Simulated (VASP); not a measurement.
SN2O2, 25 atoms in the cell. The cell holds a amorphous, 25 atoms: a = 8.707 Å, b = 8.707 Å, c = 8.707 Å, α = 90.00°, β = 90.00°, γ = 90.00°. The cell was built by a generator and needn't be a form met in nature.

| Item | Value |
| --- | --- |
| Program | VASP 6.6.1 |
| Task | single point |
| Functional | PBEsol |
| Potentials or basis | VASP PAW PBE potentials, release 64 (S, O, N) |
| Cutoff | 520 eV |
| k mesh | 1 × 1 × 1 |
| Occupations | fermi-dirac, width 0.02 eV |
| Spin | no spin polarisation |
| Dipole correction | no |
| Further INCAR settings | LREAL = Auto; ALGO = Normal; EDIFF = 1e-06; NBANDS = 88 |

Potentials or basis: VASP PAW PBE potentials, release 64 (S, O, N).

Launch:

```bash
$ cat potpaw_PBE.64/S/POTCAR potpaw_PBE.64/O/POTCAR potpaw_PBE.64/N/POTCAR > POTCAR
$ mpirun -np 1 vasp_gam > vasp.out
```

Hardware: 1 thread of Intel(R) Xeon(R) Platinum 8488C (Sapphire Rapids) (shared host).

**Question.** Estimate the wall time of this run.

**Answer.** Wall time 98 s on 1 thread of Intel(R) Xeon(R) Platinum 8488C (Sapphire Rapids), on a shared host, peak memory 0.67 GiB. Counts: scf iterations 18, k points 1.
